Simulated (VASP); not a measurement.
```yaml
crystal:
  lattice:
    - [2.92625, 0.00000, 0.00000]
    - [0.00000, 2.92625, 0.00000]
    - [0.00000, 0.00000, 2.92625]
  atoms:
    - { symbol: Al, position: [0.50000, 0.50000, 0.50000] }
    - { symbol: Ru, position: [0.00000, 0.00000, 0.00000] }
```

Computed with LDA (Ceperley-Alder, Perdew-Zunger), VASP's LDA PAW potentials (set 64) (plane waves; VASP). Settings: 520 eV cut-off, 12×12×12 Γ-centred mesh, first-order Methfessel-Paxton smearing of 0.10 eV, potentials Al Ru_pv.

Question: What does the run give for the energy per atom (σ→0), pressure, band gap (on the k-mesh) with the smallest direct gap where there is one?

Answer: 
band gap (on the k-mesh): none (metal, semimetal or under 0.01 eV)
energy per atom (σ→0): -8.086 eV/atom
pressure: 7.44 GPa

Total energies compare only between runs with the same potentials, cut-off and functional.

The compound is RuAl in the CsCl type structure. This cell is one point of a volume scan, at 0.97 of the reference volume. The electron count is odd and the run is not spin-polarised, which forces a metal.
